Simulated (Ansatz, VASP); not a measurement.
# Cross-check of C214N between VASP and Ansatz

Wanted: the spread between two codes on one cell, functional and k mesh. The cell is taken from a series of runs on this material, whose earlier steps may have relaxed, scaled, displaced or heated it; both programs get it as it stands.

Method: plane waves, with VASP 6.6.1 beside it; single point at PBE, in Ansatz 0.2.0.

## 1. Starting point

The cell holds 215 atoms: 214 C and 1 N. Its edges and angles: a = 10.715 Å, b = 10.715 Å, c = 10.715 Å, α = 90.0°, β = 90.0°, γ = 90.0°. It derives from C (C (Fd-3m)). Nearest the centre at fractional (0.417, 0.417, 0.417): C105 at 1.65 Å, C106 at 1.65 Å, C107 at 1.65 Å, N215 at 1.69 Å, C39 at 2.50 Å, C86 at 2.50 Å, C40 at 2.50 Å, C88 at 2.50 Å. The cell carries charge −1.

## 2. Ansatz: single point, PBE

Ansatz runs on its default PAW (the set named soft_2) files.

A single point gives forces, pressure and levels at one fixed geometry, so differences don't come from the geometry; what else differs is listed under the comparison.

Contents of input.yaml:

```yaml
crystal:
  lattice:
    - [10.71468708, 0.0, 0.0]
    - [0.0, 10.71468708, 0.0]
    - [0.0, 0.0, 10.71468708]
  atoms:
    - { symbol: C, position: [5.22972e-05, 4.470934e-05, -7.059229e-05] }
    - { symbol: C, position: [-0.00032999645, 0.16656435373, 0.16644897167] }
    - { symbol: C, position: [0.16657146501, -0.0003377273, 0.16644917574] }
    - { symbol: C, position: [0.16657130724, 0.16656420955, -0.00045291128] }
    - { symbol: C, position: [0.083273775, 0.0832667456, 0.08315130541] }
    - { symbol: C, position: [0.08273650303, 0.24966440095, 0.24954866201] }
    - { symbol: C, position: [0.24967108842, 0.08272806066, 0.24954802632] }
    - { symbol: C, position: [0.24967039095, 0.24966355024, 0.0826134925] }
    - { symbol: C, position: [-0.00012535204, -0.00013299775, 0.33329621386] }
    - { symbol: C, position: [0.00033787086, 0.16691398739, 0.49978476401] }
    - { symbol: C, position: [0.16692223553, 0.00032797111, 0.49978653498] }
    - { symbol: C, position: [0.16553607449, 0.16552535712, 0.33288987956] }
    - { symbol: C, position: [0.08298563177, 0.08297599129, 0.41638985214] }
    - { symbol: C, position: [0.08454405386, 0.25044990952, 0.58240504708] }
    - { symbol: C, position: [0.25045720875, 0.08453183498, 0.58240733091] }
    - { symbol: C, position: [0.2502959578, 0.25029260939, 0.41260061331] }
    - { symbol: C, position: [0.0003043805, 0.00029596817, 0.66658451329] }
    - { symbol: C, position: [0.00022559973, 0.16687696186, 0.83310839904] }
    - { symbol: C, position: [0.16688492163, 0.0002178509, 0.83310812136] }
    - { symbol: C, position: [0.16725015444, 0.16723960336, 0.66616176599] }
    - { symbol: C, position: [0.08368760496, 0.0836797349, 0.74969212172] }
    - { symbol: C, position: [0.08342936852, 0.25009352664, 0.91638089935] }
    - { symbol: C, position: [0.25010100064, 0.08342194928, 0.91638106896] }
    - { symbol: C, position: [0.25061740448, 0.25060872989, 0.74946748956] }
    - { symbol: C, position: [-0.0001253681, 0.3334113773, -0.00024884381] }
    - { symbol: C, position: [0.00033676794, 0.49990104231, 0.16679868575] }
    - { symbol: C, position: [0.16553626069, 0.33300590752, 0.16541257742] }
    - { symbol: C, position: [0.16692168076, 0.49990118536, 0.00021247718] }
    - { symbol: C, position: [0.08298472986, 0.41650456454, 0.08286113424] }
    - { symbol: C, position: [0.08454166192, 0.58252217711, 0.25033414058] }
    - { symbol: C, position: [0.25029488896, 0.41271515192, 0.25017554083] }
    - { symbol: C, position: [0.2504567564, 0.58252300141, 0.08441819561] }
    - { symbol: C, position: [0.00011548195, 0.33339213951, 0.3332770784] }
    - { symbol: C, position: [0.00046969592, 0.50013772686, 0.50002157493] }
    - { symbol: C, position: [0.16854171225, 0.334301182, 0.49842252422] }
    - { symbol: C, position: [0.16853921499, 0.49853988845, 0.33418375658] }
    - { symbol: C, position: [0.0840297992, 0.41673110455, 0.41661480778] }
    - { symbol: C, position: [0.08373905826, 0.58350737555, 0.58339101673] }
    - { symbol: C, position: [0.25208016992, 0.41789415071, 0.58204687481] }
    - { symbol: C, position: [0.25207546755, 0.58216700142, 0.41777954431] }
    - { symbol: C, position: [0.00066096672, 0.33367091066, 0.66629446621] }
    - { symbol: C, position: [0.00018368356, 0.50011195228, 0.8335361091] }
    - { symbol: C, position: [0.16694844045, 0.33353238446, 0.83315169357] }
    - { symbol: C, position: [0.16660486528, 0.49997296642, 0.66709774679] }
    - { symbol: C, position: [0.0834950192, 0.4169762192, 0.75014127625] }
    - { symbol: C, position: [0.08365896629, 0.58343992013, 0.91685446124] }
    - { symbol: C, position: [0.25027228413, 0.4167956351, 0.91665059433] }
    - { symbol: C, position: [0.2503741161, 0.583591847, 0.75012648415] }
    - { symbol: C, position: [0.0003037907, 0.66669994894, 0.0001808688] }
    - { symbol: C, position: [0.00022530078, 0.83322375226, 0.16676170001] }
    - { symbol: C, position: [0.16724786902, 0.66627876312, 0.16712526335] }
    - { symbol: C, position: [0.16688464503, 0.83322366601, 0.00010238803] }
    - { symbol: C, position: [0.0836869173, 0.74980789326, 0.0835640783] }
    - { symbol: C, position: [0.08342934483, 0.91649601592, 0.24997829817] }
    - { symbol: C, position: [0.25061641075, 0.74958372493, 0.25049393949] }
    - { symbol: C, position: [0.25010101113, 0.91649608436, 0.08330633987] }
    - { symbol: C, position: [0.00066011223, 0.66641087201, 0.33355591712] }
    - { symbol: C, position: [0.00018329519, 0.833651604, 0.4999970067] }
    - { symbol: C, position: [0.16660306741, 0.66721519145, 0.49985822138] }
    - { symbol: C, position: [0.16694800753, 0.8332675838, 0.33341789103] }
    - { symbol: C, position: [0.08349361018, 0.75025734491, 0.41686139961] }
    - { symbol: C, position: [0.08365909925, 0.91696991062, 0.58332467691] }
    - { symbol: C, position: [0.25037292852, 0.75024188375, 0.5834769153] }
[... 35 lines left out ...]
    - { symbol: C, position: [0.33430630266, 0.49854084853, 0.16841554446] }
    - { symbol: C, position: [0.49854387217, 0.33429936646, 0.16841587714] }
    - { symbol: C, position: [0.50014411941, 0.50013703892, 0.00034747445] }
    - { symbol: C, position: [0.41673573013, 0.41673024951, 0.08390756899] }
    - { symbol: C, position: [0.41790000452, 0.58216257956, 0.25195817752] }
    - { symbol: C, position: [0.58217094868, 0.41789540973, 0.25195383661] }
    - { symbol: C, position: [0.58351461966, 0.58350690404, 0.083616442] }
    - { symbol: "N", position: [0.32559225332, 0.32557893179, 0.32546510592] }
    - { symbol: C, position: [0.32987503327, 0.50628932306, 0.5061706797] }
    - { symbol: C, position: [0.50629332554, 0.32986808936, 0.50617364412] }
    - { symbol: C, position: [0.5062915454, 0.50628380761, 0.329755253] }
    - { symbol: C, position: [0.41639135565, 0.58336255322, 0.58324666248] }
    - { symbol: C, position: [0.58337032551, 0.41638212884, 0.58324975926] }
    - { symbol: C, position: [0.58336860597, 0.58336103243, 0.41626777005] }
    - { symbol: C, position: [0.33404962166, 0.33404180872, 0.6659477544] }
    - { symbol: C, position: [0.33365487357, 0.5001595729, 0.83337631951] }
    - { symbol: C, position: [0.50016714348, 0.33364687551, 0.83337684993] }
    - { symbol: C, position: [0.50024741501, 0.50024010924, 0.66648906915] }
    - { symbol: C, position: [0.41704217463, 0.41703495018, 0.74970069547] }
    - { symbol: C, position: [0.4169099335, 0.5833911328, 0.91692914431] }
    - { symbol: C, position: [0.58339853094, 0.41690242196, 0.91692946103] }
    - { symbol: C, position: [0.58343164509, 0.58342421216, 0.74999904627] }
    - { symbol: C, position: [0.33367871814, 0.6664107525, 0.00053708167] }
    - { symbol: C, position: [0.3335402958, 0.83326758196, 0.16682552113] }
    - { symbol: C, position: [0.49997942659, 0.66721401988, 0.16648246087] }
    - { symbol: C, position: [0.50011979995, 0.83365138208, 6.043533e-05] }
    - { symbol: C, position: [0.41698359347, 0.75025705278, 0.08337159672] }
    - { symbol: C, position: [0.41680292698, 0.91676601445, 0.250149904] }
    - { symbol: C, position: [0.58359933333, 0.7502422331, 0.25025147584] }
    - { symbol: C, position: [0.58344742149, 0.91696999973, 0.08353614642] }
    - { symbol: C, position: [0.33404877463, 0.66606320722, 0.33392675997] }
    - { symbol: C, position: [0.3336546313, 0.83349138755, 0.5000447759] }
    - { symbol: C, position: [0.50024797789, 0.66660367443, 0.50012494075] }
    - { symbol: C, position: [0.50016692422, 0.83349175175, 0.33353249277] }
    - { symbol: C, position: [0.41704254204, 0.74981611217, 0.41691965536] }
    - { symbol: C, position: [0.41690997395, 0.91704364545, 0.58327667061] }
    - { symbol: C, position: [0.58343164968, 0.75011382221, 0.58330897071] }
    - { symbol: C, position: [0.58339835256, 0.9170441479, 0.41678805081] }
    - { symbol: C, position: [0.33404051715, 0.6678047121, 0.66768946237] }
    - { symbol: C, position: [0.33365466494, 0.83375251994, 0.8336379344] }
    - { symbol: C, position: [0.50025640806, 0.66693285497, 0.83358532889] }
    - { symbol: C, position: [0.50025631542, 0.83370015758, 0.66681792183] }
    - { symbol: C, position: [0.41685049823, 0.75071535511, 0.75060091604] }
    - { symbol: C, position: [0.4168262693, 0.91686476569, 0.91675059132] }
    - { symbol: C, position: [0.58356546412, 0.75022197369, 0.91685126624] }
    - { symbol: C, position: [0.58356532681, 0.91696629853, 0.75010723684] }
    - { symbol: C, position: [0.66670720799, 0.0002961835, 0.00018109214] }
    - { symbol: C, position: [0.66628396987, 0.16724146569, 0.16712587041] }
    - { symbol: C, position: [0.83323124844, 0.00021800752, 0.16676211927] }
    - { symbol: C, position: [0.83323131666, 0.16687713243, 0.00010260868] }
    - { symbol: C, position: [0.7498149423, 0.08367991246, 0.08356468141] }
    - { symbol: C, position: [0.74958978524, 0.25060961979, 0.2504944148] }
    - { symbol: C, position: [0.91650423451, 0.0834220681, 0.24997844255] }
    - { symbol: C, position: [0.91650394913, 0.25009384769, 0.08330649109] }
    - { symbol: C, position: [0.66641785473, 0.00065236431, 0.3335568868] }
    - { symbol: C, position: [0.6672209884, 0.1665967912, 0.49985758951] }
    - { symbol: C, position: [0.83365949374, 0.00017576225, 0.49999715493] }
    - { symbol: C, position: [0.8332750017, 0.16694060295, 0.33341781726] }
    - { symbol: C, position: [0.75026479028, 0.08348673227, 0.41686142008] }
    - { symbol: C, position: [0.75024992519, 0.25036634166, 0.58347757933] }
    - { symbol: C, position: [0.91697867839, 0.08365154518, 0.58332446348] }
    - { symbol: C, position: [0.91677477295, 0.25026447058, 0.416680118] }
    - { symbol: C, position: [0.66686651259, 0.00031138821, 0.66674396938] }
    - { symbol: C, position: [0.66676874351, 0.1669649924, 0.8335087978] }
    - { symbol: C, position: [0.83348138625, 0.00023427727, 0.83335863853] }
    - { symbol: C, position: [0.83363141386, 0.16696528185, 0.6666454003] }
    - { symbol: C, position: [0.75016871182, 0.08366668092, 0.75004620407] }
    - { symbol: C, position: [0.74995313534, 0.25021722981, 0.91695644344] }
    - { symbol: C, position: [0.91674529755, 0.08352353335, 0.9166224962] }
    - { symbol: C, position: [0.91707915205, 0.25021730072, 0.74983025115] }
    - { symbol: C, position: [0.6664179694, 0.33367110904, 0.00053749908] }
    - { symbol: C, position: [0.66722217169, 0.49997326126, 0.16648048928] }
    - { symbol: C, position: [0.83327534719, 0.33353316093, 0.16682539816] }
    - { symbol: C, position: [0.83365955378, 0.50011204945, 6.02727e-05] }
    - { symbol: C, position: [0.75026511108, 0.41697665211, 0.08337073998] }
    - { symbol: C, position: [0.75024980642, 0.58359208704, 0.25025020124] }
    - { symbol: C, position: [0.91677444142, 0.41679580652, 0.25014952189] }
    - { symbol: C, position: [0.91697811645, 0.58343976417, 0.0835357435] }
    - { symbol: C, position: [0.66606901771, 0.3340416902, 0.33392628906] }
    - { symbol: C, position: [0.66661155023, 0.500240033, 0.50012582507] }
    - { symbol: C, position: [0.83349987016, 0.3336469205, 0.50004413817] }
    - { symbol: C, position: [0.83349960209, 0.50015978824, 0.33353174494] }
    - { symbol: C, position: [0.74982280508, 0.4170346127, 0.4169195648] }
    - { symbol: C, position: [0.75012218168, 0.58342428782, 0.58330927434] }
    - { symbol: C, position: [0.91705295819, 0.4169028575, 0.58327533259] }
    - { symbol: C, position: [0.9170520167, 0.58339133242, 0.41678743056] }
    - { symbol: C, position: [0.66781316069, 0.33403244271, 0.66769129316] }
    - { symbol: C, position: [0.66694063783, 0.50024871666, 0.83358529077] }
    - { symbol: C, position: [0.83376079561, 0.33364718164, 0.83363800555] }
    - { symbol: C, position: [0.83370812285, 0.50024865426, 0.66681782531] }
    - { symbol: C, position: [0.75072411782, 0.41684262035, 0.75060110276] }
    - { symbol: C, position: [0.75022956271, 0.58355788371, 0.91685150316] }
    - { symbol: C, position: [0.91687348426, 0.41681855048, 0.91675012648] }
    - { symbol: C, position: [0.91697433191, 0.58355784274, 0.75010668221] }
    - { symbol: C, position: [0.66686623529, 0.66685894722, 0.00019675166] }
    - { symbol: C, position: [0.6667680713, 0.83362327401, 0.1668505752] }
    - { symbol: C, position: [0.83363114684, 0.66676064801, 0.1668502018] }
    - { symbol: C, position: [0.83348111312, 0.83347373653, 0.00011932525] }
    - { symbol: C, position: [0.7501684997, 0.75016099192, 0.08355178384] }
    - { symbol: C, position: [0.74995289994, 0.91707130779, 0.25010237535] }
    - { symbol: C, position: [0.91707894793, 0.74994548455, 0.2501020052] }
    - { symbol: C, position: [0.91674527528, 0.91673774011, 0.08340838042] }
    - { symbol: C, position: [0.66781228683, 0.66780473096, 0.33391815044] }
    - { symbol: C, position: [0.66694059508, 0.8337000024, 0.50013394904] }
    - { symbol: C, position: [0.83370830112, 0.66693257954, 0.5001336143] }
    - { symbol: C, position: [0.83376012809, 0.83375305456, 0.3335320147] }
    - { symbol: C, position: [0.75072331017, 0.75071557796, 0.41672809044] }
    - { symbol: C, position: [0.75022980607, 0.91696616483, 0.58344279244] }
    - { symbol: C, position: [0.91697442114, 0.75022185349, 0.58344253436] }
    - { symbol: C, position: [0.91687270213, 0.91686577453, 0.41670372451] }
    - { symbol: C, position: [0.66686483411, 0.66685706345, 0.66674212562] }
    - { symbol: C, position: [0.66685849123, 0.83355749721, 0.83344238811] }
    - { symbol: C, position: [0.83356492679, 0.66685128197, 0.8334422228] }
    - { symbol: C, position: [0.83356536512, 0.83355707593, 0.66673589581] }
    - { symbol: C, position: [0.75020483404, 0.75019728526, 0.7500821663] }
    - { symbol: C, position: [0.75013635527, 0.91690137367, 0.91678612049] }
    - { symbol: C, position: [0.91690890397, 0.75012902768, 0.91678606768] }
    - { symbol: C, position: [0.91690939286, 0.91690102737, 0.7500136515] }
  host:
    repeats: [3, 3, 3]
    atoms:
      - { symbol: C, position: [0.0, 0.0, 0.0] }
      - { symbol: C, position: [0.0, 0.5, 0.5] }
      # ... 6 more atoms of the perfect host
total_charge: -1
basis:
  ecutwfc: 420
  xc_grid: 2
hamiltonian:
  xc: pbe
kpoints:
  mp_grid: { grid: [1, 1, 1] }
magnetization:
  spin_polarized: true
  initial_magnetization: 2
  spin_locking: { lock_magnetization: hard }
scf:
  occupations: { method: fermi_dirac, width: 0.01 }
  max_iter: 60
  n_extra_bands: 70
  lower_state_search: "off"
output:
  eigenstates: { localisation: true }
  orbitals: { bands: [v7, c6], matrix_elements: [hbar_velocity] }
checkpoint:
  read: "../exc.ground.qm1_M2.run"
```

The run is started by

```
> ansatz run input.yaml --threads 4 --pin off --max-ram 18841MiB --backend cpu --events-out ev --progress --plain --runs-dir out
```

Log:

```text
Warning: the atoms were moved onto the symmetric positions of the space group found under crystal.symmetry.tolerance 1.0e-5 (fractional; no operation is sought that the atoms, as they stand in a round, miss by more than twice it, and no atom is moved by as much as it), and the run uses the moved positions. Before a round's move an operation carried an atom to 8.56e-5 Å from where it should land, the largest such dist [...]
[...]
k-point 0 ↓: bands = ["-8.3186", "-7.4965", "-7.3133", "-7.3133", "-7.2663", "-7.2663", "-7.1784", "-6.6568", "-6.3136", "-6.3136", "-6.3049", "-6.3049", "-6.2898", "-6.2636", "-6.2636", "-6.2550", "-6.1990", "-6.1990", "-6.0215", "-5.5425", "-5.2875", "-5.2799", "-5.2799", "-5.2563", "-5.2464", "-5.2464", "-5.0767", "-4.4787", "-4.2946", "-4.2946", "-4.2694", "-4.2694", "-4.2139", "-3.8873", "-3.4075", "-3.4075",  [...]
```

[end of part 1 of 2]

[Lines on the potential files, build, host, timing and source positions are cut from VASP's logs without a mark.]

[Logs are printed without paths, hosts, clocks, repeated set-up lines and the standing remarks that a program may print on its own settings, such as how far it seeks lower states.]

[Hosts, paths, dates, database ids (printed as entryN), source tags and the programs' standing remarks are cut or masked in the printed files.]
